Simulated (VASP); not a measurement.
All values below come from r2SCAN meta-GGA, VASP's PBE PAW potentials (set 64) (plane waves; VASP).

Input for VASP

**INCAR**
```
! general
SYSTEM  = AlGa3N4
PREC    = Accurate
ENCUT   = 520
LREAL   = F   ! projection in real space or not
LASPH   = T

! electronic loop
EDIFF   = 1E-6
NELM    = 100   ! most electronic steps
ALGO    = Normal   ! blocked Davidson
LMAXMIX = 4   ! l cut-off of mixed one-centre charges
LMIXTAU = T

! smearing
ISMEAR  = 0
SIGMA   = 0.05

! functional
METAGGA = R2SCAN

! ions
IBRION  = 2   ! conjugate gradients
NSW     = 60
ISIF    = 3   ! ions, shape and volume
EDIFFG  = -0.02

! output
LWAVE   = F
LCHARG  = F
```

**POSCAR**
```
AlGa3N4
1
    5.1451954079     0.0000000000     0.0001289109
    0.0000000000     3.1661216316     0.0000000000
   -0.0035735337     0.0000000000     5.4837689904
Al Ga N
1 3 4
Direct
  0.0004770988   0.5000000000   0.6672469224
  0.4991403751   0.5000000000   0.3351008184
  0.4991385494   0.0000000000   0.8314649931
  0.9997978269   0.0000000000   0.1661694733
  0.1192018004   0.5000000000   0.3412838760
  0.1168683952   0.0000000000   0.8252822605
  0.6202288755   0.0000000000   0.1661622623
  0.6325470786   0.5000000000   0.6672893940
```

### KPOINTS
```
kpoints
0
Gamma
 4 6 4
0 0 0
```

POTCAR, in this order: Al Ga_d N (PBE.64 set). Program: vasp_std.

What VASP printed:

### OUTCAR
```
 ion  position               nearest neighbor table
   1  0.000  0.500  0.667-   5 1.89   8 1.89   6 1.90   6 1.90
   2  0.499  0.500  0.335-   7 1.94   7 1.94   8 1.95   5 1.96
   3  0.499  0.000  0.831-   7 1.94   8 1.95   8 1.95   6 1.97
   4  1.000  0.000  0.166-   5 1.95   5 1.95   7 1.95   6 1.96
   5  0.119  0.500  0.341-   1 1.89   4 1.95   4 1.95   2 1.96
   6  0.117  0.000  0.825-   1 1.90   1 1.90   4 1.96   3 1.97
   7  0.620  0.000  0.166-   2 1.94   2 1.94   3 1.94   4 1.95
   8  0.633  0.500  0.667-   1 1.89   2 1.95   3 1.95   3 1.95
  LATTYP: Found a simple monoclinic cell.
 ALAT       =     5.1451954095
 B/A-ratio  =     0.6153549826
 C/A-ratio  =     1.0658040596
 COS(beta)  =    -0.0006266017
 Subroutine PRICEL returns:
 Original cell was already a primitive cell.
 Subroutine GETGRP returns: Found  2 space group operations
The static configuration has the point symmetry C_1h.
The dynamic configuration has the point symmetry C_1h.
 Subroutine INISYM returns: Found  2 space group operations
 Subroutine IBZKPT returns following result:
 Found     40 irreducible k-points:

 Following reciprocal coordinates:
            Coordinates               Weight
...
```

OSZICAR:
```
       N       E                     dE             d eps       ncg     rms          rms(c)
DAV:   1     0.624581255602E+03    0.62458E+03   -0.29913E+04  3110   0.295E+03
DAV:   2     0.148929004224E+02   -0.60969E+03   -0.58615E+03  3237   0.699E+02
DAV:   3    -0.963821204545E+02   -0.11128E+03   -0.10795E+03  3428   0.211E+02
DAV:   4    -0.103951308669E+03   -0.75692E+01   -0.75206E+01  4051   0.582E+01
DAV:   5    -0.104124726045E+03   -0.17342E+00   -0.17311E+00  3697   0.867E+00    0.154E+01
DAV:   6    -0.872499779155E+02    0.16875E+02   -0.27790E+01  5085   0.636E+01    0.552E+00
DAV:   7    -0.836448365358E+02    0.36051E+01   -0.38169E+00  3300   0.132E+01    0.352E+00
DAV:   8    -0.890804188469E+02   -0.54356E+01   -0.46413E+00  4177   0.209E+01    0.324E+00
DAV:   9    -0.875542590242E+02    0.15262E+01   -0.10781E+00  3651   0.862E+00    0.143E+00
DAV:  10    -0.849266711582E+02    0.26276E+01   -0.89702E-01  3293   0.890E+00    0.278E-01
DAV:  11    -0.848730725959E+02    0.53599E-01   -0.22771E-01  3718   0.515E+00    0.470E-01
DAV:  12    -0.849236103555E+02   -0.50538E-01   -0.24209E-02  4066   0.139E+00    0.453E-01
DAV:  13    -0.849226209239E+02    0.98943E-03   -0.16143E-03  4209   0.778E-01    0.323E-01
DAV:  14    -0.849161773246E+02    0.64436E-02   -0.13919E-02  4417   0.212E+00    0.375E-01
DAV:  15    -0.849274494602E+02   -0.11272E-01   -0.70896E-03  3642   0.109E+00    0.277E-01
DAV:  16    -0.849282492223E+02   -0.79976E-03   -0.12745E-03  4368   0.277E-01    0.201E-01
DAV:  17    -0.849277752376E+02    0.47398E-03   -0.23264E-04  4533   0.359E-01    0.111E-01
DAV:  18    -0.849284082403E+02   -0.63300E-03   -0.79848E-04  4567   0.717E-01    0.548E-02
DAV:  19    -0.849284328359E+02   -0.24596E-04   -0.25766E-04  4145   0.329E-01    0.228E-02
DAV:  20    -0.849285064000E+02   -0.73564E-04   -0.41623E-05  3819   0.692E-02    0.130E-02
DAV:  21    -0.849285169462E+02   -0.10546E-04   -0.86062E-06  3828   0.545E-02    0.339E-03
DAV:  22    -0.849285177843E+02   -0.83813E-06   -0.76034E-06  3464   0.252E-02
   1 F= -.84928518E+02 E0= -.84928518E+02  d E =-.849285E+02
       N       E                     dE             d eps       ncg     rms          rms(c)
DAV:   1    -0.849293009014E+02   -0.78396E-03   -0.32490E-02  4219   0.243E+00    0.198E-01
DAV:   2    -0.849286389620E+02    0.66194E-03   -0.35869E-03  4190   0.972E-01    0.919E-02
DAV:   3    -0.849284220109E+02    0.21695E-03   -0.60332E-04  4971   0.440E-01    0.242E-02
DAV:   4    -0.849284150568E+02    0.69540E-05   -0.25762E-04  3379   0.135E-01    0.131E-02
DAV:   5    -0.849284479031E+02   -0.32846E-04   -0.39639E-05  3225   0.655E-02    0.105E-02
DAV:   6    -0.849284519013E+02   -0.39982E-05   -0.34942E-06  3093   0.368E-02    0.634E-03
DAV:   7    -0.849284550408E+02   -0.31395E-05   -0.10990E-06  2156   0.137E-02    0.341E-03
DAV:   8    -0.849284549399E+02    0.10098E-06   -0.53732E-07  1900   0.121E-02
   2 F= -.84928455E+02 E0= -.84928455E+02  d E =0.628444E-04
```

OUTCAR:
```
------------------------ aborting loop because EDIFF is reached ----------------------------------------
  FORCE on cell =-STRESS in cart. coord.  units (eV):
  Direction    XX          YY          ZZ          XY          YZ          ZX
  --------------------------------------------------------------------------------------
  Total       -0.1372492     -0.1412860     -0.1308995      0.0000000      0.0000000      0.0056424
  in kB       -2.4578267     -2.5301165     -2.3441174      0.0000000      0.0000000      0.1010431
  external PRESSURE =      -2.4440202 kB  Pullay stress =       0.0000000 kB
  volume of cell :       89.47
      direct lattice vectors                 reciprocal lattice vectors
     5.147864915  0.000000000 -0.000083038     0.194255294  0.000000000  0.000134540
     0.000000000  3.167578692  0.000000000     0.000000000  0.315698550  0.000000000
    -0.003800084  0.000000000  5.486743560     0.000002940  0.000000000  0.182257472
 POSITION                                       TOTAL-FORCE (eV/Angst)
 -----------------------------------------------------------------------------------
     -0.00009      1.58379      3.66126         0.000492      0.000000     -0.006168
      2.56802      1.58379      1.83972         0.003598      0.000000     -0.012964
      2.56629      0.00000      4.56135         0.000484      0.000000      0.011638
      5.14656      0.00000      0.91132        -0.007052      0.000000      0.001516
      0.61280      1.58379      1.87180        -0.004097      0.000000      0.009308
      0.59916      0.00000      4.52875        -0.001797      0.000000     -0.006402
      3.19174      0.00000      0.91135         0.001167      0.000000      0.000258
      3.25299      1.58379      3.66114         0.007204      0.000000      0.002813
 -----------------------------------------------------------------------------------
    total drift:                               -0.034547      0.000000      0.003062
  FREE ENERGIE OF THE ION-ELECTRON SYSTEM (eV)
  ---------------------------------------------------
  free  energy   TOTEN  =       -84.9284549399 eV

  energy  without entropy=      -84.9284549398  energy(sigma->0) =      -84.92845494

 reached required accuracy - stopping structural energy minimisation
```
(Selected blocks of OUTCAR.)

CONTCAR:
```
AlGa3N4
   1.00000000000000
     5.1478649153850649    0.0000000000000000   -0.0000830379355828
     0.0000000000000000    3.1675786919342435    0.0000000000000000
    -0.0038000841701566    0.0000000000000000    5.4867435604609502
  Al              Ga              N
     1     3     4
Direct
     0.0004743182725512    0.5000000000000000    0.6672918985176316
     0.4990989913755537    0.5000000000000000    0.3353100690881172
     0.4991299469973366    0.0000000000000000    0.8313474293644801
     0.9998688331395987    0.0000000000000000    0.1661097939946839
     0.1192906197718361    0.5000000000000000    0.3411514198298166
     0.1170000816981091    0.0000000000000000    0.8254000400941914
     0.6201350477337766    0.0000000000000000    0.1661105702274085
     0.6324021609112300    0.5000000000000000    0.6672787788836707
```

File OUTCAR:
```
 val. band max:        5.2584308275   @ k =   0.0000   0.0000   0.0000

 cond. band min:       8.1027412738   @ k =   0.0000   0.0000   0.0000


 Fermi energy:         5.4670878333

 k-point     1 :       0.0000    0.0000    0.0000
  band No.  band energies     occupation
      1     -11.3357      2.00000
      2     -10.3360      2.00000
      3     -10.1382      2.00000
      4      -9.8371      2.00000
      5      -8.3910      2.00000
      6      -8.3888      2.00000
      7      -8.3727      2.00000
      8      -8.3275      2.00000
      9      -8.2725      2.00000
     10      -8.2289      2.00000
     11      -8.2185      2.00000
     12      -8.1701      2.00000
     13      -8.1191      2.00000
     14      -8.0626      2.00000
     15      -8.0625      2.00000
     16      -8.0043      2.00000
     17      -7.3143      2.00000
     18      -7.2273      2.00000
     19      -6.6821      2.00000
     20      -1.6973      2.00000
     21      -1.0452      2.00000
     22       0.1959      2.00000
     23       1.1749      2.00000
     24       2.5877      2.00000
     25       3.0902      2.00000
     26       4.0790      2.00000
     27       4.1868      2.00000
     28       4.4041      2.00000
     29       5.1608      2.00000
     30       5.2195      2.00000
     31       5.2584      2.00000
     32       8.1027      0.00000
     33      10.4911      0.00000
     34      11.1077      0.00000
     35      11.5989      0.00000
     36      12.3257      0.00000
     37      15.0786      0.00000

 k-point     2 :       0.2500    0.0000    0.0000
  band No.  band energies     occupation
      1     -11.1507      2.00000
      2     -10.3738      2.00000
      3     -10.1582      2.00000
      4      -9.8451      2.00000
      5      -8.3844      2.00000
      6      -8.3799      2.00000
      7      -8.3682      2.00000
      8      -8.3270      2.00000
      9      -8.2948      2.00000
     10      -8.2264      2.00000
     11      -8.2155      2.00000
...
```

The structure comes from a computed database's AlGa3N4 entry (Pm); how it stands against other phases isn't given here. This run relaxes it. Symmetry was kept, so distortions that lower it aren't found. The start is the result of an earlier pass.
